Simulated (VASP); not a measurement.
Output of a VASP run:

**OSZICAR**
```
       N       E                     dE             d eps       ncg     rms          rms(c)
DAV:   1    -0.230050889995E+01   -0.23005E+01   -0.14892E+03   600   0.622E+02
DAV:   2    -0.733147403208E+01   -0.50310E+01   -0.49327E+01   834   0.703E+01
DAV:   3    -0.741063058517E+01   -0.79157E-01   -0.79157E-01   666   0.881E+00
DAV:   4    -0.741202548725E+01   -0.13949E-02   -0.13949E-02   786   0.873E-01
DAV:   5    -0.741203885353E+01   -0.13366E-04   -0.13366E-04   654   0.499E-02    0.274E+00
DAV:   6    -0.687138711908E+01    0.54065E+00   -0.18591E-01   852   0.373E+00    0.183E+00
DAV:   7    -0.714673479680E+01   -0.27535E+00   -0.89651E-01   750   0.492E+00    0.104E+00
DAV:   8    -0.666283999501E+01    0.48389E+00   -0.22765E-01   582   0.453E+00    0.246E-01
DAV:   9    -0.679455845944E+01   -0.13172E+00   -0.81370E-02   576   0.361E+00    0.997E-02
DAV:  10    -0.681750337855E+01   -0.22945E-01   -0.27480E-02   576   0.147E+00    0.115E-01
DAV:  11    -0.681787414689E+01   -0.37077E-03   -0.10555E-03   732   0.325E-01    0.415E-02
DAV:  12    -0.681766393198E+01    0.21021E-03   -0.12839E-04   570   0.173E-01    0.245E-02
DAV:  13    -0.681785080143E+01   -0.18687E-03   -0.18142E-04   564   0.150E-01    0.216E-03
DAV:  14    -0.681786735138E+01   -0.16550E-04   -0.13632E-05   612   0.476E-02    0.193E-03
DAV:  15    -0.681786735456E+01   -0.31741E-08   -0.14871E-06   660   0.118E-02
   1 F= -.68178674E+01 E0= -.68178674E+01  d E =-.681787E+01
```

File OUTCAR:
```
------------------------ aborting loop because EDIFF is reached ----------------------------------------
  FORCE on cell =-STRESS in cart. coord.  units (eV):
  Direction    XX          YY          ZZ          XY          YZ          ZX
  --------------------------------------------------------------------------------------
  Total       -0.0163292     -0.0163292     -0.0163292     -0.0000000     -0.0000000      0.0000000
  in kB       -1.6416096     -1.6416096     -1.6416096     -0.0000000     -0.0000000      0.0000000
  external PRESSURE =      -1.6416096 kB  Pullay stress =       0.0000000 kB
  volume of cell :       15.94
      direct lattice vectors                 reciprocal lattice vectors
     0.000000000  1.997369351  1.997369351    -0.250329264  0.250329264  0.250329264
     1.997369351  0.000000000  1.997369351     0.250329264 -0.250329264  0.250329264
     1.997369351  1.997369351  0.000000000     0.250329264  0.250329264 -0.250329264
  FREE ENERGIE OF THE ION-ELECTRON SYSTEM (eV)
  ---------------------------------------------------
  free  energy   TOTEN  =        -6.8178673546 eV

  energy  without entropy=       -6.8178673546  energy(sigma->0) =       -6.81786735

 reached required accuracy - stopping structural energy minimisation
```
(Selected blocks of OUTCAR.)

POSCAR:
```
LiH
1
   -0.0000000000     1.9973693509     1.9973693509
    1.9973693509    -0.0000000000     1.9973693509
    1.9973693509     1.9973693509    -0.0000000000
Li H
1 1
Direct
  0.0000000000   0.0000000000   0.0000000000
  0.5000000000   0.5000000000   0.5000000000
```

**Question.** Reconstruct the remaining input files.

**Answer.** Several could match; the one computed here: the input of the run itself, r2SCAN meta-GGA, plane waves, VASP's PBE PAW potentials (set 64).

**INCAR**
```
SYSTEM=LiH
PREC=Accurate; ENCUT=530; LREAL=.FALSE.
LASPH=.TRUE.
EDIFF=1E-6; NELM=100; ALGO=Normal
LMIXTAU=.TRUE.
ISMEAR=0; SIGMA=0.05
METAGGA=R2SCAN
IBRION=2; NSW=60; ISIF=3
EDIFFG=-0.01
LWAVE=.FALSE.; LCHARG=.FALSE.
```

KPOINTS:
```
Automatic mesh
0
G
10 10 10
```

POTCAR, in this order: Li_sv H (PBE.64 set). Program: vasp_std.

The compound is LiH in the rock salt structure. It was relaxed first, which changed the volume by -6 %. The start is the result of an earlier pass.
